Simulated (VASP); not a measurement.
Output of a VASP run:

OUTCAR:
```
 ion  position               nearest neighbor table
   1  0.333  0.667  0.250-   2 2.12   2 2.12   2 2.12   2 2.12   2 2.12   2 2.12
   2  0.667  0.333  0.750-   1 2.12   1 2.12   1 2.12   1 2.12   1 2.12   1 2.12
  LATTYP: Found a hexagonal cell.
 ALAT       =     2.1637823411
 C/A-ratio  =     1.5843967617
 Subroutine PRICEL returns:
 Original cell was already a primitive cell.
 Subroutine GETGRP returns: Found 24 space group operations
The static configuration has the point symmetry D_3d.
 The point group associated with its full space group is D_6h.
The dynamic configuration has the point symmetry D_3d.
 Subroutine INISYM returns: Found 24 space group operations
 Subroutine IBZKPT returns following result:
 Found    240 irreducible k-points:

 Following reciprocal coordinates:
            Coordinates               Weight
  0.000000  0.000000  0.000000      1.000000
  0.052632  0.000000  0.000000      6.000000
  0.105263  0.000000  0.000000      6.000000
  0.157895  0.000000  0.000000      6.000000
  0.210526 -0.000000  0.000000      6.000000
  0.263158  0.000000  0.000000      6.000000
  0.315789  0.000000  0.000000      6.000000
  0.368421  0.000000  0.000000      6.000000
  0.421053 -0.000000  0.000000      6.000000
  0.473684  0.000000  0.000000      6.000000
  0.052632  0.052632  0.000000      6.000000
  0.105263  0.052632  0.000000     12.000000
  0.157895  0.052632  0.000000     12.000000
  0.210526  0.052632  0.000000     12.000000
  0.263158  0.052632  0.000000     12.000000
  0.315789  0.052632  0.000000     12.000000
  0.368421  0.052632  0.000000     12.000000
  0.421053  0.052632  0.000000     12.000000
  0.473684  0.052632  0.000000      6.000000
  0.105263  0.105263  0.000000      6.000000
  0.157895  0.105263  0.000000     12.000000
  0.210526  0.105263  0.000000     12.000000
  0.263158  0.105263  0.000000     12.000000
  0.315789  0.105263  0.000000     12.000000
  0.368421  0.105263  0.000000     12.000000
  0.421053  0.105263  0.000000     12.000000
  0.157895  0.157895  0.000000      6.000000
  0.210526  0.157895  0.000000     12.000000
  0.263158  0.157895  0.000000     12.000000
  0.315789  0.157895  0.000000     12.000000
  0.368421  0.157895  0.000000     12.000000
  0.421053  0.157895  0.000000      6.000000
  0.210526  0.210526  0.000000      6.000000
  0.263158  0.210526  0.000000     12.000000
  0.315789  0.210526  0.000000     12.000000
  0.368421  0.210526  0.000000     12.000000
  0.263158  0.263158  0.000000      6.000000
  0.315789  0.263158  0.000000     12.000000
  0.368421  0.263158  0.000000      6.000000
  0.315789  0.315789  0.000000      6.000000
   k-points           NKPTS =    240   k-points in BZ     NKDIM =    240   number of bands    NBANDS=      6
   number of dos      NEDOS =    301   number of ions     NIONS =      2
   total plane-waves  NPLWV =   7168
   dimension x,y,z NGX =    16 NGY =   16 NGZ =   28
   dimension x,y,z NGXF=    32 NGYF=   32 NGZF=   56
   ions per type =               2
   PREC   = accura    normal or accurate (medium, high low for compatibility)
   ISTART =      0    job   : 0-new  1-cont  2-samecut
   ICHARG =      2    charge: 1-file 2-atom 10-const
   ISPIN  =      1    spin polarized calculation?
   LNONCOLLINEAR =      F non collinear calculations
   LSORBIT =      F    spin-orbit coupling
   INIWAV =      1    electr: 0-lowe 1-rand  2-diag
   ENCUT  =  500.0 eV  36.75 Ry    6.06 a.u.   3.95  3.95  6.25*2*pi/ulx,y,z
   NELM   =    100;   NELMIN=  2; NELMDL= -5     # of ELM steps
   EDIFF  = 0.1E-05   stopping-criterion for ELM
   LREAL  =      F    real-space projection
   NLSPLINE    = F    spline interpolate recip. space projectors
   LMAXMIX     =    2 max onsite mixed and CHGCAR
   VOSKOWN=      0    Vosko Wilk Nusair interpolation
   EDIFFG = -.2E-01   stopping-criterion for IOM
   NSW    =     40    number of steps for IOM
...
```

File OSZICAR:
```
       N       E                     dE             d eps       ncg     rms          rms(c)
DAV:   1    -0.214156009426E+01   -0.21416E+01   -0.19232E+03  2898   0.550E+02
DAV:   2    -0.749228555322E+01   -0.53507E+01   -0.51170E+01  4494   0.674E+01
DAV:   3    -0.751994678202E+01   -0.27661E-01   -0.27659E-01  3744   0.455E+00
DAV:   4    -0.751996807324E+01   -0.21291E-04   -0.21291E-04  4266   0.118E-01
DAV:   5    -0.751996810588E+01   -0.32645E-07   -0.33314E-07  3702   0.191E-03    0.138E+00
DAV:   6    -0.745333627076E+01    0.66632E-01   -0.10820E-02  3270   0.166E+00    0.851E-01
DAV:   7    -0.742957873163E+01    0.23758E-01   -0.10658E-02  3162   0.167E+00    0.383E-02
DAV:   8    -0.742954773596E+01    0.30996E-04   -0.16903E-05  4158   0.494E-02    0.136E-02
DAV:   9    -0.742954530174E+01    0.24342E-05   -0.37239E-06  3564   0.235E-02    0.934E-04
DAV:  10    -0.742954534523E+01   -0.43490E-07   -0.45764E-09  2496   0.709E-04
   1 F= -.56943246E+01 E0= -.56943113E+01  d E =-.569432E+01
```

File OUTCAR:
```
------------------------ aborting loop because EDIFF is reached ----------------------------------------
  FORCE on cell =-STRESS in cart. coord.  units (eV):
  Direction    XX          YY          ZZ          XY          YZ          ZX
  --------------------------------------------------------------------------------------
  Total        1.7133810      1.7133806      1.7306013     -0.0000000      0.0000000      0.0000000
  in kB      197.4827682    197.4827277    199.4675731     -0.0000000      0.0000000      0.0000000
  external PRESSURE =      -1.8556437 kB  Pullay stress =     200.0000000 kB
  volume of cell :       13.90
      direct lattice vectors                 reciprocal lattice vectors
     1.081891254 -1.873890428  0.000000000     0.462153658 -0.266824566  0.000000000
     1.081891254  1.873890428  0.000000000     0.462153658  0.266824566  0.000000000
     0.000000000  0.000000000  3.428289734     0.000000000  0.000000000  0.291690632
 POSITION                                       TOTAL-FORCE (eV/Angst)
 -----------------------------------------------------------------------------------
      1.08189      0.62463      0.85707         0.000000     -0.000000      0.000000
      1.08189     -0.62463      2.57122        -0.000000      0.000000      0.000000
 -----------------------------------------------------------------------------------
    total drift:                                0.000000     -0.000004      0.000005
  FREE ENERGIE OF THE ION-ELECTRON SYSTEM (eV)
  ---------------------------------------------------
  free  energy   TOTEN  =        -7.4295453452 eV

  energy  without entropy=       -7.4295055692  energy(sigma->0) =       -7.42953209
  enthalpy is  TOTEN    =        -5.6943246060 eV   P V=        1.7352207392

 reached required accuracy - stopping structural energy minimisation
```
(Selected blocks of OUTCAR.)

File POSCAR:
```
Be
1
    1.0818912537    -1.8738904276     0.0000000000
    1.0818912537     1.8738904276     0.0000000000
    0.0000000000    -0.0000000000     3.4282897341
Be
2
Direct
  0.3333330000   0.6666670000   0.2500000000
  0.6666670000   0.3333330000   0.7500000000
```

Reconstruct the remaining input files.

One answer among several that fit: the input of the run itself, PBE GGA, plane waves, VASP's PBE PAW potentials (set 64).

INCAR:
```
# general
SYSTEM =Be
PREC   =Accurate
ENCUT  =500
LREAL  =F
LASPH  =T

# electronic loop
EDIFF  =1E-6
NELM   =100
ALGO   =Normal

# smearing
ISMEAR =1
SIGMA  =0.1

# functional
GGA    =PE

# ions
IBRION =2
NSW    =40
ISIF   =3
EDIFFG =-0.02
PSTRESS=200

# output
LWAVE  =F
LCHARG =F
```

File KPOINTS:
```
Automatic mesh
0
Gamma
19 19 11
0 0 0
```

POTCAR, in this order: Be (PBE.64 set). Program: vasp_std.

The compound is Be in the hcp structure. It was relaxed first under an external pressure of 20 GPa.
